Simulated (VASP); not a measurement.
Crystal: OsI.

```
Os I
1.0
     1.95292   -2.79124    0.00000
     1.95292    2.79124    0.00000
     0.00000    0.00000    5.47039
Os I
1 1
Direct
  0.50000 0.50000 0.50000
  0.00000 0.00000 0.00000
```

The cell was built by a generator and needn't be a form met in nature.

* Program: VASP 6.6.1
* Task: relaxation of cell and atoms
* Functional: PBEsol
* Potentials or basis: VASP PAW PBE potentials, release 64 (Os, I)
* Cutoff: 600 eV
* k mesh: 8 × 8 × 5
* Occupations: gaussian, width 0.05 eV
* Spin: no spin polarisation

At the start: pressure -19.4 GPa; volume 29.82 Å³/atom.

Problem. Where does the relaxation end?

Solution. Over 18 steps the energy falls by 1287.8 meV/atom and the volume is 19.31 Å³/atom (-35.2 %); space group Cmmm (No. 65, to 0.05 Å).

Step by step:
```tsv
step	energy change (eV)	largest force (eV/Å)	pressure (GPa)	volume (Å³)
1	0.0000	0.0000	-19.36	59.64
2	-2.0645	0.0000	26.01	33.54
3	-2.3353	0.0000	0.49	37.93
4	-2.3367	0.0000	2.02	37.56
5	-2.5385	0.0000	6.04	36.80
6	-2.5390	0.0000	6.52	36.73
7	-2.5239	0.0000	-6.41	40.57
8	-2.5722	0.0000	-0.18	38.38
9	-2.5722	0.0000	-0.04	38.35
10	-2.5741	0.0000	0.11	38.42
11	-2.5744	0.0000	0.57	38.59
12	-2.5753	0.0000	0.31	38.50
13	-2.5754	0.0000	0.41	38.53
14	-2.5754	0.0000	0.37	38.52
15	-2.5752	0.0000	-0.64	38.84
16	-2.5756	0.0000	-0.05	38.64
17	-2.5756	0.0000	-0.04	38.64
18	-2.5756	0.0000	0.03	38.62
```

Final structure:
```
CELL_PARAMETERS angstrom
1.51633 -2.75564 0.00000
1.51633 2.75564 0.00000
0.00000 0.00000 4.62097
ATOMIC_POSITIONS crystal
Os 0.50000 0.50000 0.50000
I 0.00000 0.00000 0.00000
```

Caveat: the volume moved by over 15 % at a fixed basis, so the end points are rough; the PAW data sets were made with another functional, which shifts forces and pressure a little; an odd number of electrons without spin polarisation forces a metal; a magnetic or distorted state may lie lower.
